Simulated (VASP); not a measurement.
These are vdW-DF-cx, VASP's PBE PAW potentials (set 64) (plane waves; VASP 6.6.1) values and carry that method's errors.

Input for VASP

INCAR:
```
! general
SYSTEM   = WS2
PREC     = Accurate
ENCUT    = 520
LREAL    = .FALSE.
LASPH    = .TRUE.

! electronic loop
EDIFF    = 1E-7
NELM     = 100
ALGO     = Normal
LMAXMIX  = 6

! smearing
ISMEAR   = -5

! functional
GGA      = CX
LUSE_VDW = .TRUE.
AGGAC    = 0.0

! ions
ISIF     = 2

! output
LWAVE    = .FALSE.
LCHARG   = .TRUE.
LORBIT   = 11
NEDOS    = 601

! other
LEFG     = .TRUE.
```

File KPOINTS:
```
Automatic
0
G
 9 9 2
```

POSCAR:
```
WS2
1
    1.5766592488    -2.7308539033     0.0000000000
    1.5766592488     2.7308539033    -0.0000000000
    0.0000000000     0.0000000000    12.3542286919
W S
2 4
Direct
  0.3333330000   0.6666670000   0.2500000000
  0.6666670000   0.3333330000   0.7500000000
  0.3333330000   0.6666670000   0.8777013686
  0.6666670000   0.3333330000   0.3777013686
  0.6666670000   0.3333330000   0.1222986314
  0.3333330000   0.6666670000   0.6222986314
```

POTCAR, in this order: W_sv S (PBE.64 set). Program: vasp_std.

Q: What will the output report for the number of irreducible k-points (NKPTS), largest plane-wave count, number of space-group operations, FFT grid (NGX, NGY, NGZ)?

A: 
```json
{
 "number of irreducible k-points (NKPTS)": "24",
 "largest_plane_wave_count": "2888",
 "number_of_space_group_operations": "24",
 "FFT grid (NGX, NGY, NGZ)": "24 × 24 × 96"
}
```

The compound is WS2 in the 2H layered structure. It was relaxed first.
